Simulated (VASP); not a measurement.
Input:

```xyz
1
Lattice="0.0000 2.4395 2.4395 2.4395 0.0000 2.4395 2.4395 2.4395 0.0000" Properties=species:S:1:pos:R:3 pbc="T T T"
Pb     0.0000     0.0000     0.0000
```

The numbers are results of PBE GGA, VASP's PBE PAW potentials (set 64) (plane waves; VASP), not measurements. Settings: 500 eV cut-off, 13×13×13 Γ-centred mesh, first-order Methfessel-Paxton smearing of 0.10 eV, potentials Pb_d.

Task: The ions, cell shape and volume at an external pressure of 5.0 GPa are relaxed. Give the cell that the relaxation ends in.

Result: 
```xyz
1
Lattice="0.0000 2.4360 2.4360 2.4360 0.0000 2.4360 2.4360 2.4360 0.0000" Properties=species:S:1:pos:R:3 pbc="T T T"
Pb     0.0000     0.0000     0.0000
```
Space group Fm-3m (225), at a tolerance of 0.03 Å.

Task: How do energy and volume change from the first to the last step?

Result: The energy (σ→0) changes by +3.8 meV/atom and the volume by -0.4 %, in 3 ionic steps.

| step | E(σ→0) (eV) | max force (eV/Å) | pressure (GPa) | volume (Å³) |
|---|---|---|---|---|
| 1 | -3.5209 | 0.000 | 4.73 | 29.03 |
| 2 | -3.5146 | 0.000 | 5.16 | 28.83 |
| 3 | -3.5171 | 0.000 | 5.00 | 28.91 |

The compound is Pb in the fcc structure. This run relaxes it under an external pressure of 5 GPa. Symmetry was kept, so distortions that lower it aren't found.
